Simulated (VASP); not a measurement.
## Re under biaxial strain in the (0001) plane

How do stress and energy of Re follow biaxial strain in the (0001) plane?

Main program and level: VASP 6.6.1; r2SCAN; plane waves and PAW (Re), in the first sound run; inputs show where later runs differ.

Report form: the programs' logs are mostly left out.

### Step 1. The structure

It takes space group P6_3/mmc (No. 194, hexagonal). Conventional cell: a = 2.760 Å, b = 2.760 Å, c = 4.457 Å, α = 90.00°, β = 90.00°, γ = 120.00°. Nearest to Re lie 12 Re at 2.74 to 2.76 Å.

As a file:

```cif
data_structure
_symmetry_space_group_name_H-M 'P6_3/mmc'
_symmetry_Int_Tables_number 194
_cell_length_a 2.7600
_cell_length_b 2.7600
_cell_length_c 4.4574
_cell_angle_alpha 90.000
_cell_angle_beta 90.000
_cell_angle_gamma 120.000
_cell_volume 29.41
loop_
_atom_site_label
_atom_site_type_symbol
_atom_site_symmetry_multiplicity
_atom_site_Wyckoff_symbol
_atom_site_fract_x
_atom_site_fract_y
_atom_site_fract_z
_atom_site_occupancy
Re1 Re 2 d 0.33333 0.66667 0.75000 1
```

### Step 2. Relax the crystal, r2SCAN

The series starts from the cell that this level prefers, so that zero strain is near zero stress.

Level: r2SCAN; plane waves and PAW (Re).

INCAR

```
SYSTEM = Re
PREC = Accurate
ENCUT = 450
EDIFF = 1E-07
NELM = 120
ISMEAR = 1
SIGMA = 0.15
LREAL = .FALSE.
ALGO = Normal
METAGGA = R2SCAN
LASPH = .TRUE.
NBANDS = 13
LORBIT = 11
LWAVE = .FALSE.
LCHARG = .FALSE.
KPAR = 8
IBRION = 2
NSW = 40
ISIF = 3
EDIFFG = -0.005
POTIM = 0.4
```

POSCAR

```
Re
1.0
    2.7600000000      0.0000000000      0.0000000000
   -1.3800000000      2.3902301144      0.0000000000
    0.0000000000      0.0000000000      4.4574000000
Re
2
Direct
    0.0000000000      0.0000000000      0.0000000000
    0.3333333333      0.6666666667      0.5000000000
```

KPOINTS

```
Automatic mesh
0
Gamma
24 24 13
0 0 0
```

PAW data sets: Re (PBE family, release 64).

Run with:

```bash
> mpirun -np 8 vasp_std
```

It took 90 s on 8 MPI ranks of AMD EPYC 9R45, shared host; peak memory 1.8 GiB; 12 min of CPU time.

Read from the output:

* energy(sigma→0) of the program: -104.8993 eV
* stress, compression positive: xx, yy, zz -0.03, -0.03, -0.02 GPa
* volume: 29.409 Å³
* ionic steps: 3

### Step 3. Strain along the normal, r2SCAN

One member in full: the plane is strained by 0.5 %, and the strain along the normal is moved by secant steps until the normal stress is under 0.012 GPa or five steps are spent; the atoms relax at each step.

This step took 3 runs, each at a new trial strain with the atoms of the one before; the last is shown.

Level: r2SCAN; plane waves and PAW (Re).

Edit INCAR of step 2 so:

```diff
@@ -15,7 +15,7 @@
 LCHARG = .FALSE.
-KPAR = 8
-IBRION = 2
-NSW = 40
-ISIF = 3
-EDIFFG = -0.005
-POTIM = 0.4
+KPAR = 2
+IBRION = 1
+NSW = 25
+ISIF = 2
+EDIFFG = -0.004
+POTIM = 0.3
```

POSCAR

```
Re
1.0
    2.7722041060      0.0000000000      0.0000000000
   -1.3861020530      2.4007991800      0.0000000000
    0.0000000000      0.0000000000      4.4480738840
Re
2
Direct
    0.0000000000      0.0000000000      0.0000000000
    0.3333333333      0.6666666667      0.5000000000
```

KPOINTS is that of step 2.

Run with:

```bash
> mpirun -np 2 vasp_std
```

Run time: 2.9 min. Hardware: 2 MPI ranks; peak memory 0.43 GiB; 5.8 min of CPU time.

Numbers from this step:

- energy(sigma→0) of the program: -104.8958 eV
- stress, compression positive: xx, yy, zz -3.86, -3.86, 0.00 GPa
- ionic steps: 1

### Step 4. The table

The other members went through these steps as far as the tables show, with the same cutoff and, step by step, the same mesh; 26 runs are not shown. The session took 2.8 core hours (wall time by ranks) on a shared machine.

```csv
in-plane strain (%),strain along the normal (%),"in-plane stress, tension positive (GPa)","energy above the unstrained row, extrapolated to no smearing (meV/atom)"
-2.000,1.289,-18.071,31.764
-1.500,0.965,-13.163,17.443
-1.000,0.654,-8.440,7.556
-0.500,0.330,-4.059,1.867
0,-0.004,0.023,0.000
0.500,-0.337,3.859,1.797
1.000,-0.692,?,?
1.500,-1.067,10.502,15.292
2.000,-1.451,13.407,26.376
```

### Step 5. Stress from the known rows

Fitting a parabola to the 8 known rows (e: strain in %) gives stress = − 0.5942 e² + 7.878 e + 0.03179 in GPa; the residuals are 0.023 GPa r.m.s.

For the withheld row, e = 1, the fit gives 7.316 GPa.

### Step 6. Checking the prediction

The calculation gives 7.342 GPa, so the prediction is 0.026 GPa too low, within twice the residual of the fit.

Slopes at zero strain, from cubics through all rows: strain ratio -0.668, stress over strain 791 GPa. For (0001) the ratio is −2C₁₃/C₃₃.

### Step 7. What came out

| Quantity | Value |
| --- | --- |
| error of the predicted stress | -0.026 GPa |
| ratio of normal to in-plane strain | -0.668 |
| biaxial modulus | 791 GPa |

**Reading.** As a check, the curvature of the energy gives 793 GPa for the same modulus (energy per volume = M × strain²), 0 % from the slope of the stress. These are static values: temperature and zero-point motion are left out. In a metal the slopes also depend on mesh and smearing, which were held through the series.

[Lines on the potential files, build, host, timing and source positions are cut from VASP's logs without a mark.]

[Logs are printed without paths, hosts, clocks, repeated set-up lines and the standing remarks that a program may print on its own settings, such as how far it seeks lower states.]

[Hosts, paths, dates, database ids (printed as entryN), source tags and the programs' standing remarks are cut or masked in the printed files.]

[In band tables of VASP the shares of atoms and orbitals are scaled to a sum of 1 inside the atoms' spheres.]
